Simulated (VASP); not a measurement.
**TiAs (relaxed from the zinc blende structure, space group F-43m): computed properties**

Level of theory: PBEsol GGA, VASP's PBE PAW potentials (set 64) (plane waves; VASP 6.6.1).

- space group = F-43m (216)
- cell = a = 5.687 Å, b = 5.687 Å, c = 5.687 Å, α = 90.00°, β = 90.00°, γ = 90.00°
- volume per atom = 22.99 Å³/atom
- band gap (over mesh and band path) = none (metal, semimetal or under 0.01 eV)
- density = 4.43 g/cm³

```cif
data_As4Ti4
_chemical_formula_sum 'Ti4 As4'
_space_group_name_H-M_alt 'F-43m'
_space_group_IT_number 216
_space_group_name_Hall 'F -4 2 3'
_cell_length_a 5.68705
_cell_length_b 5.68705
_cell_length_c 5.68705
_cell_angle_alpha 90.000
_cell_angle_beta 90.000
_cell_angle_gamma 90.000
loop_
_atom_site_label
_atom_site_type_symbol
_atom_site_symmetry_multiplicity
_atom_site_Wyckoff_symbol
_atom_site_fract_x
_atom_site_fract_y
_atom_site_fract_z
_atom_site_occupancy
Ti1 Ti 4 a 0.00000 0.00000 0.00000 1
As1 As 4 d 0.75000 0.75000 0.75000 1
```
(The calculation used a cell of 2 atoms; values per cell refer to that cell.)

The structure was generated: TiAs was put into the zinc blende type (F-43m), which need not be its known phase. It was relaxed first, which changed the volume by -31 %. Symmetry was kept, so distortions that lower it aren't found. The electron count is odd and the run is not spin-polarised, which forces a metal.
